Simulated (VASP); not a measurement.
# SiF (Pm-3m) in VASP: a series of runs

Aim: see how the results for SiF move with the level of theory and the settings. Levels: PBE, r2SCAN. Tasks: single point, equation of state, elastic constants.

Program: VASP 6.6.1. These are calculated values, not measurements. Logs are shortened: lines on timing, memory, paths and dates and some standing lists are left out, and cuts for length are marked.

## 1. Starting point

Symmetry: Pm-3m, No. 221, cubic system. Conventional cell: a = 3.029 Å, b = 3.029 Å, c = 3.029 Å, α = 90.00°, β = 90.00°, γ = 90.00°. Si (site symmetry m-3m) is surrounded by 8 F at 2.62 Å. F (site symmetry m-3m) has 8 Si at 2.62 Å as nearest neighbours.

The cell was built by a generator and needn't be a form met in nature.

## 2. Single point, PBE, 12.80 Å³/atom (strain = -0.04)

The input, INCAR:

```
  PREC = Accurate
  ENCUT = 520
  EDIFF = 1E-6
  ISMEAR = -1
  SIGMA = 0.05
  LREAL = False
  LASPH = True
  NELM = 100
  ALGO = Fast
  ISIF = 2
  LWAVE = False
  LCHARG = False
  GGA = PE
```

The input, KPOINTS:

```
Automatic mesh
0
Gamma
  9 9 9
```

The input, POSCAR:

```
SiF
1.0
    2.9074560000      0.0000000000      0.0000000000
    0.0000000000      2.9074560000      0.0000000000
    0.0000000000      0.0000000000      3.0286000000
Si F
1 1
Direct
    0.5000000000      0.5000000000      0.5000000000
    0.0000000000      0.0000000000      0.0000000000
```

Potentials or basis: VASP PAW PBE potentials, release 64 (Si, F).

The run is started by

```console
$ cat potpaw_PBE.64/Si/POTCAR potpaw_PBE.64/F/POTCAR > POTCAR
$ mpirun -np 1 vasp_std > vasp.out
```

OUTCAR:

```text
PREC = Accurate
   ENCUT = 520
   EDIFF = 1E-6
   ISMEAR = -1
   LREAL = False
   LASPH = True
   NELM = 100
   ISIF = 2
   GGA = PE

 ion  position               nearest neighbor table
   1  0.500  0.500  0.500-
   2  0.000  0.000  0.000-

  LATTYP: Found a simple tetragonal cell.
 ALAT       =     2.9074560000
 C/A-ratio  =     1.0416666667

  Lattice vectors:

 A1 = (   2.9074560000,   0.0000000000,   0.0000000000)
 A2 = (   0.0000000000,   2.9074560000,   0.0000000000)
 A3 = (   0.0000000000,   0.0000000000,   3.0286000000)

Analysis of symmetry for initial positions (statically):
=====================================================================
 Subroutine PRICEL returns:
 Original cell was already a primitive cell.

 Routine SETGRP: Setting up the symmetry group for a
 simple tetragonal supercell.

 Subroutine GETGRP returns: Found 16 space group operations
 (whereof 16 operations were pure point group operations)
 out of a pool of 16 trial point group operations.

The static configuration has the point symmetry D_4h.

Analysis of symmetry for dynamics (positions and initial velocities):
=====================================================================
 Subroutine PRICEL returns:
 Original cell was already a primitive cell.

 Routine SETGRP: Setting up the symmetry group for a
 simple tetragonal supercell.

 Subroutine GETGRP returns: Found 16 space group operations
 (whereof 16 operations were pure point group operations)
 out of a pool of 16 trial point group operations.

The dynamic configuration has the point symmetry D_4h.

 Subroutine INISYM returns: Found 16 space group operations
 (whereof 16 operations are pure point group operations),
 and found     1 'primitive' translations

----------------------------------------------------------------------------------------

                                     Primitive cell

  volume of cell :      25.6017

  direct lattice vectors                    reciprocal lattice vectors
     2.907456000  0.000000000  0.000000000     0.343943296  0.000000000  0.000000000
     0.000000000  2.907456000  0.000000000     0.000000000  0.343943296  0.000000000
     0.000000000  0.000000000  3.028600000     0.000000000  0.000000000  0.330185564

  length of vectors
     2.907456000  2.907456000  3.028600000     0.343943296  0.343943296  0.330185564

  position of ions in fractional coordinates (direct lattice)
     0.500000000  0.500000000  0.500000000
     0.000000000  0.000000000  0.000000000

  ion indices of the primitive-cell ions
   primitive index   ion index
                 1           1
                 2           2

----------------------------------------------------------------------------------------

 KPOINTS: Automatic mesh

Automatic generation of k-mesh.
 Grid dimensions read from file:
 generate k-points for:    9    9    9

 Generating k-lattice:

  Cartesian coordinates                     Fractional coordinates (reciprocal lattice)
     0.038215922  0.000000000  0.000000000     0.111111111  0.000000000  0.000000000
     0.000000000  0.038215922  0.000000000     0.000000000  0.111111111  0.000000000
     0.000000000  0.000000000  0.036687285     0.000000000  0.000000000  0.111111111

  Length of vectors
     0.038215922  0.038215922  0.036687285

  Shift w.r.t. Gamma in fractional coordinates (k-lattice)
     0.000000000  0.000000000  0.000000000

 Subroutine IBZKPT returns following result:
 ===========================================

 Found     75 irreducible k-points:

 Following reciprocal coordinates:
            Coordinates               Weight
  0.000000  0.000000  0.000000      1.000000
  0.111111  0.000000  0.000000      4.000000
  0.222222  0.000000  0.000000      4.000000
  0.333333  0.000000  0.000000      4.000000
  0.444444  0.000000  0.000000      4.000000
  0.111111  0.111111  0.000000      4.000000
[... 16 lines left out ...]
  0.333333  0.111111  0.111111     16.000000
  0.444444  0.111111  0.111111     16.000000
 [... further k-points ...]
   k-points           NKPTS =     75   k-points in BZ     NKDIM =     75   number of bands    NBANDS=      9
   number of dos      NEDOS =    301   number of ions     NIONS =      2
   total plane-waves  NPLWV =  13824
   dimension x,y,z NGX =    24 NGY =   24 NGZ =   24
   dimension x,y,z NGXF=    48 NGYF=   48 NGZF=   48
   ions per type =               1   1
   NGX,Y,Z   is equivalent  to a cutoff of  13.72, 13.72, 13.17 a.u.
   NGXF,Y,Z  is equivalent  to a cutoff of  27.45, 27.45, 26.35 a.u.
 SYSTEM =  unknown system
   PREC   = accura    normal or accurate (medium, high low for compatibility)
   ISTART =      0    job   : 0-new  1-cont  2-samecut
   ICHARG =      2    charge: 1-file 2-atom 10-const
   ISPIN  =      1    spin polarized calculation?
   LNONCOLLINEAR =      F non collinear calculations
   LSORBIT =      F    spin-orbit coupling
   LASPH  =      T    aspherical Exc in radial PAW
   ENCUT  =  520.0 eV  38.22 Ry    6.18 a.u.   5.41  5.41  5.63*2*pi/ulx,y,z
   NELM   =    100;   NELMIN=  2; NELMDL= -5     # of ELM steps
   EDIFF  = 0.1E-05   stopping-criterion for ELM
   LREAL  =      F    real-space projection
   EDIFFG = 0.1E-04   stopping-criterion for IOM
   NSW    =      0    number of steps for IOM
   IBRION =     -1    ionic relax: 0-MD 1-quasi-New 2-CG
   NFREE  =      0    steps in history (QN), initial steepest desc. (CG)
   ISIF   =      2    stress and relaxation
   ISYM   =      2    0-nonsym 1-usesym 2-fastsym
   POTIM  = 0.5000    time-step for ionic-motion
   TEBEG  =    0.0;   TEEND  =   0.0 temperature during run
   PSTRESS=    0.0 pullay stress
   NELECT =      11.0000    total number of electrons
   NUPDOWN=      -1.0000    fix difference up-down
   EMIN   =  10.00;   EMAX   =-10.00  energy-range for DOS
   EFERMI =   0.00;   METHOD = LEGACY
   ISMEAR =    -1;   SIGMA  =   0.05  broadening in eV -4-tet -1-fermi 0-gaus
   EFERMI_NEDOS =   21; number of points for ismear=-14 and -15
   IALGO  =     68    algorithm
   IMIX   =      4    mixing-type and parameters
     AMIX     =   0.40;   BMIX     =  1.00
     AMIX_MAG =   1.60;   BMIX_MAG =  1.00
  volume/ion in A,a.u.               =      12.80        86.38
  Fermi-wavevector in a.u.,A,eV,Ry     =   1.235330  2.334435 20.763037  1.526040
  Thomas-Fermi vector in A             =   2.369984
   LORBIT       =      0    0 simple, 1 ext, 2 COOP (PROOUT), +10 PAW based schemes
   GGA     = PE    functional components
   LHFCALC =     F    Hartree Fock is set to
   AEXX    =    0.0000 exact exchange contribution
   IVDW    =     0    specifies the selected vdW correction
   LEPSILON=     F    determine dielectric tensor
   LRPA    =     F    only Hartree local field effects (RPA)
 non-spin polarized calculation
 RMM-DIIS sequential band-by-band and
  energy-cutoff  :      520.00
  volume of cell :       25.60
 maximum number of plane-waves:       707
 NGX is ok and might be reduce to    24
   NGX = 11   NGY = 11   NGZ = 11

 number of electron      10.9999998 magnetization

 Free energy of the ion-electron system (eV)
  ---------------------------------------------------
  ext. energy  EPLUGINS =         0.00000000
  ---------------------------------------------------
  free energy    TOTEN  =        -7.74811421 eV

  energy without entropy =       -7.73159261  energy(sigma->0) =       -7.73985341

 E-fermi :   6.7484     XC(G=0): -10.6718

 val. band max:        6.7404728411   @ k =   0.4444   0.3333   0.1111
 cond. band min:       6.8125609191   @ k =   0.2222   0.0000   0.3333
 fundamental gap:      0.0720880781
 Fermi energy:         6.7484275963

 k-point     1 :       0.0000    0.0000    0.0000
  band No.  band energies     occupation
      1     -17.9166      2.00000
      2      -2.4238      2.00000
      3       0.9304      2.00000
      4       1.2255      2.00000
      5       1.2255      2.00000
      6      11.8764      0.00000
      7      12.2391      0.00000
      8      12.6610      0.00000
      9      12.6882      0.00000

 k-point     2 :       0.1111    0.0000    0.0000
  band No.  band energies     occupation
      1     -17.8803      2.00000
      2      -2.5357      2.00000
      3       0.9788      2.00000
      4       1.2651      2.00000
      5       1.3104      2.00000
      6      10.4267      0.00000
      7      11.8514      0.00000
      8      12.5139      0.00000
      9      12.6935      0.00000

 k-point     3 :       0.2222    0.0000    0.0000
  band No.  band energies     occupation
      1     -17.7869      2.00000
      2      -2.8470      2.00000
      3       1.1049      2.00000
      4       1.3678      2.00000
      5       1.6476      2.00000
      6       8.3707      0.00000
      7      11.7778      0.00000
      8      12.7031      0.00000
      9      13.0322      0.00000

 k-point     4 :       0.3333    0.0000    0.0000
  band No.  band energies     occupation
      1     -17.6772      2.00000
      2      -3.2314      2.00000
      3       1.2550      2.00000
      4       1.4886      2.00000
      5       2.3421      2.00000
      6       6.4823      1.99029
      7      11.6744      0.00000
      8      12.7066      0.00000
      9      13.7921      0.00000

 k-point     5 :       0.4444    0.0000    0.0000
  band No.  band energies     occupation
      1     -17.6035      2.00000
      2      -3.4917      2.00000
      3       1.3572      2.00000
      4       1.5699      2.00000
      5       3.3967      2.00000
      6       4.8236      2.00000
      7      11.5940      0.00000
      8      12.7038      0.00000
      9      14.4836      0.00000

 k-point     6 :       0.1111    0.1111    0.0000
  band No.  band energies     occupation
      1     -17.8452      2.00000
      2      -2.5929      2.00000
      3       0.9347      2.00000
      4       1.0255      2.00000
      5       1.7130      2.00000
      6      10.3465      0.00000
      7      10.7099      0.00000
      8      11.8459      0.00000
      9      13.9061      0.00000
[... 169 lines left out ...]
 k-point    21 :       0.1111    0.1111    0.1111
  band No.  band energies     occupation
      1     -17.8172      2.00000
      2      -2.6659      2.00000
      3       0.8017      2.00000
      4       0.9807      2.00000
      5       2.0295      2.00000
      6      10.0777      0.00000
      7      10.3414      0.00000
      8      11.2725      0.00000
      9      15.3898      0.00000

 k-point    22 :       0.2222    0.1111    0.1111
  band No.  band energies     occupation
      1     -17.7289      2.00000
      2      -2.7614      2.00000
      3       0.6081      2.00000
      4       1.0199      2.00000
      5       2.5112      2.00000
      6       8.5229      0.00000
      7      10.1481      0.00000
      8      11.2671      0.00000
      9      15.8805      0.00000

 k-point    23 :       0.3333    0.1111    0.1111
  band No.  band energies     occupation
      1     -17.6253      2.00000
      2      -2.9733      2.00000
      3       0.6240      2.00000
      4       1.1910      2.00000
      5       3.0440      2.00000
      6       6.6734      1.63544
      7      10.1620      0.00000
      8      11.6413      0.00000
      9      16.4510      0.00000

 k-point    24 :       0.4444    0.1111    0.1111
  band No.  band energies     occupation
      1     -17.5558      2.00000
      2      -3.1590      2.00000
      3       0.7745      2.00000
      4       1.3114      2.00000
      5       3.7064      2.00000
      6       5.2247      2.00000
      7      10.1527      0.00000
      8      11.9245      0.00000
      9      17.0520      0.00000

 [... further k-points ...]
[... 5 lines left out ...]
  --------------------------------------------------------------------------------------
  -------------------------------------------------------------------------------------
  Total        0.7123563      0.7123563      2.0097987      0.0000000      0.0000000      0.0000000
  in kB       44.5799549     44.5799549    125.7751761      0.0000000      0.0000000      0.0000000
  external PRESSURE =      71.6450286 kB  Pullay stress =       0.0000000 kB

 VOLUME and BASIS-vectors are now :
 -----------------------------------------------------------------------------
  energy-cutoff  :      520.00
  volume of cell :       25.60
      direct lattice vectors                 reciprocal lattice vectors
     2.907456000  0.000000000  0.000000000     0.343943296  0.000000000  0.000000000
     0.000000000  2.907456000  0.000000000     0.000000000  0.343943296  0.000000000
     0.000000000  0.000000000  3.028600000     0.000000000  0.000000000  0.330185564

 POSITION                                       TOTAL-FORCE (eV/Angst)
 -----------------------------------------------------------------------------------
      1.45373      1.45373      1.51430         0.000000      0.000000      0.000000
      0.00000      0.00000      0.00000         0.000000      0.000000      0.000000
 -----------------------------------------------------------------------------------
    total drift:                                0.000000      0.000000      0.000000

  FREE ENERGIE OF THE ION-ELECTRON SYSTEM (eV)
  ---------------------------------------------------
  free  energy   TOTEN  =        -7.7481142090 eV

  energy  without entropy=       -7.7315926072  energy(sigma->0) =       -7.73985341
```

Wall time 7.2 s (1 thread of Intel Xeon Platinum 8488C (Sapphire Rapids), shared host); peak memory 0.14 GiB.

What came out:

```yaml
Free_energy: -7.7481 eV
Pressure: 7.2 GPa
Band_gap_on_the_k_mesh: none (metal or under the smearing width)
```

Caveat: an odd number of electrons without spin polarisation forces a metal; a magnetic or distorted state may lie lower.

## 3. Single point, PBE, 13.34 Å³/atom (strain = -0.02)

INCAR is that of step 2.

KPOINTS is that of step 2.

The input, POSCAR:

```
SiF
1.0
    2.9680280000      0.0000000000      0.0000000000
    0.0000000000      2.9680280000      0.0000000000
    0.0000000000      0.0000000000      3.0286000000
Si F
1 1
Direct
    0.5000000000      0.5000000000      0.5000000000
    0.0000000000      0.0000000000      0.0000000000
```

Potentials or basis: VASP PAW PBE potentials, release 64 (Si, F).

The run is started by

```console
$ cat potpaw_PBE.64/Si/POTCAR potpaw_PBE.64/F/POTCAR > POTCAR
$ mpirun -np 1 vasp_std > vasp.out
```

Run time: 7.1 s. Hardware: 1 thread of Intel Xeon Platinum 8488C (Sapphire Rapids), shared host; peak memory 0.14 GiB.

It converged, with:

```
Free energy            : -7.7711 eV
Pressure               : 3.3 GPa
Band gap on the k mesh : none (metal or under the smearing width)
```

Caveat: an odd number of electrons without spin polarisation forces a metal; a magnetic or distorted state may lie lower.

## 4. Equation of state, r2SCAN, 13.06 Å³/atom (volume scaled by 0.94)

The input, INCAR:

```
SYSTEM = SiF
PREC = Accurate
ENCUT = 520
EDIFF = 1E-7
ISMEAR = -1
SIGMA = 0.05
LREAL = .FALSE.
LASPH = .TRUE.
NELM = 60
ALGO = Normal
ISIF = 2
LWAVE = .FALSE.
LCHARG = .FALSE.
METAGGA = R2SCAN
LMIXTAU = .TRUE.
```

The input, KPOINTS:

```
regular mesh
0
G
  9 9 9
  0 0 0
```

The input, POSCAR:

```
SiF
1.0
    2.9667744889      0.0000000000      0.0000000000
    0.0000000000      2.9667744889      0.0000000000
    0.0000000000      0.0000000000      2.9667744889
Si F
1 1
Direct
    0.5000000000      0.5000000000      0.5000000000
    0.0000000000      0.0000000000      0.0000000000
```

The run is started by

```console
$ cat potpaw_PBE.64/Si/POTCAR potpaw_PBE.64/F/POTCAR > POTCAR
$ mpirun -np 1 vasp_std > vasp.out
```

Wall time 16 s (1 thread of Intel Xeon 6975P-C (Granite Rapids), shared host); peak memory 0.13 GiB.

It converged, with:

| Quantity | Value |
| --- | --- |
| Free energy | -12.1312 eV |
| Pressure | 5.3 GPa |
| Band gap on the k mesh | none (metal or under the smearing width) |

Caveat: the PAW data sets were made with another functional, which shifts forces and pressure a little; an odd number of electrons without spin polarisation forces a metal; a magnetic or distorted state may lie lower.

## 5. Equation of state, r2SCAN, 13.33 Å³/atom (volume scaled by 0.96)

The input, INCAR:

```
SYSTEM = SiF
PREC = Accurate ; ENCUT = 520
EDIFF = 1E-6 ; ISMEAR = -1
SIGMA = 0.05 ; LREAL = .FALSE.
LASPH = .TRUE. ; NELM = 60
ALGO = Normal ; ISIF = 2
LWAVE = .FALSE. ; LCHARG = .FALSE.
METAGGA = R2SCAN ; LMIXTAU = .TRUE.
```

KPOINTS is that of step 4.

The input, POSCAR:

```
SiF
1.0
    2.9876679553      0.0000000000      0.0000000000
    0.0000000000      2.9876679553      0.0000000000
    0.0000000000      0.0000000000      2.9876679553
Si F
1 1
Direct
    0.5000000000      0.5000000000      0.5000000000
    0.0000000000      0.0000000000      0.0000000000
```

The run is started by

```console
$ cat potpaw_PBE.64/Si/POTCAR potpaw_PBE.64/F/POTCAR > POTCAR
$ mpirun -np 1 vasp_std > vasp.out
```

Run time: 13 s. Hardware: 1 thread of Intel Xeon 6975P-C (Granite Rapids), shared host; peak memory 0.13 GiB.

The run converged. Its results:

```yaml
Free_energy: -12.1470 eV
Pressure: 3.2 GPa
Band_gap_on_the_k_mesh: none (metal or under the smearing width)
```

Caveat: the PAW data sets were made with another functional, which shifts forces and pressure a little; an odd number of electrons without spin polarisation forces a metal; a magnetic or distorted state may lie lower.

## 6. Equation of state, r2SCAN, 13.61 Å³/atom (volume scaled by 0.98)

The input, INCAR:

```
PREC = Accurate
ENCUT = 520
EDIFF = 1E-7
ISMEAR = -1
SIGMA = 0.05
LREAL = False
LASPH = True
NELM = 100
ALGO = Normal
ISIF = 2
LWAVE = False
LCHARG = False
METAGGA = R2SCAN
LMIXTAU = True
```

The input, KPOINTS:

```
Automatic mesh
0
Gamma
  9 9 9
```

The input, POSCAR:

```
SiF
1.0
    3.0082732130      0.0000000000      0.0000000000
    0.0000000000      3.0082732130      0.0000000000
    0.0000000000      0.0000000000      3.0082732130
Si F
1 1
Direct
    0.5000000000      0.5000000000      0.5000000000
    0.0000000000      0.0000000000      0.0000000000
```

Potentials or basis: VASP PAW PBE potentials, release 64 (Si, F).

The run is started by

```console
$ cat potpaw_PBE.64/Si/POTCAR potpaw_PBE.64/F/POTCAR > POTCAR
$ mpirun -np 1 vasp_std > vasp.out
```

Wall time 13 s (1 thread of Intel Xeon 6975P-C (Granite Rapids), shared host); peak memory 0.14 GiB.

It converged, with:

* Free energy: -12.1562 eV
* Pressure: 1.4 GPa
* Band gap on the k mesh: none (metal or under the smearing width)

Caveat: the PAW data sets were made with another functional, which shifts forces and pressure a little; an odd number of electrons without spin polarisation forces a metal; a magnetic or distorted state may lie lower.

## 7. Equation of state, r2SCAN, 14.17 Å³/atom (volume scaled by 1.02)

The input, INCAR:

```
PREC = Accurate
ENCUT = 520
EDIFF = 1E-7
ISMEAR = -1
SIGMA = 0.05
LREAL = F
LASPH = T
NELM = 80
ALGO = Normal
ISIF = 2
LWAVE = F
LCHARG = F
METAGGA = R2SCAN
LMIXTAU = T
```

KPOINTS is that of step 6.

The input, POSCAR:

```
SiF
1.0
    3.0486575382      0.0000000000      0.0000000000
    0.0000000000      3.0486575382      0.0000000000
    0.0000000000      0.0000000000      3.0486575382
Si F
1 1
Direct
    0.5000000000      0.5000000000      0.5000000000
    0.0000000000      0.0000000000      0.0000000000
```

The run is started by

```console
$ cat potpaw_PBE.64/Si/POTCAR potpaw_PBE.64/F/POTCAR > POTCAR
$ mpirun -np 1 vasp_std > vasp.out
```

Wall time 15 s (1 thread of Intel Xeon 6975P-C (Granite Rapids), shared host); peak memory 0.13 GiB.

It converged, with:

```yaml
Free_energy: -12.1568 eV
Pressure: -1.6 GPa
Band_gap_on_the_k_mesh: none (metal or under the smearing width)
```

Caveat: the PAW data sets were made with another functional, which shifts forces and pressure a little; an odd number of electrons without spin polarisation forces a metal; a magnetic or distorted state may lie lower.

(Continued in part 2 of 2.)
